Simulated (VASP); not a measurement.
Given:

```yaml
crystal:
  lattice:
    - [3.97902, -2.17167, -0.00296]
    - [3.97902, 2.17167, -0.00296]
    - [2.79642, 0.00000, 3.56774]
  atoms:
    - { symbol: Sb, position: [0.23313, 0.23313, 0.23313] }
    - { symbol: Sb, position: [0.76687, 0.76687, 0.76687] }
```

These are r2SCAN+rVV10, VASP's PBE PAW potentials (set 64) (plane waves; VASP) values and carry that method's errors. Settings: 520 eV cut-off, 7×7×7 Γ-centred mesh, Gaussian smearing of 0.050 eV, potentials Sb.

Problem. What does the run give for the energy per atom (σ→0)?

Solution. 
The energy per atom (σ→0) is -25.552 eV/atom.

The absolute energy has meaning only against runs of the same code, potentials and settings.

The compound is Sb in the a7 structure. It was relaxed first.
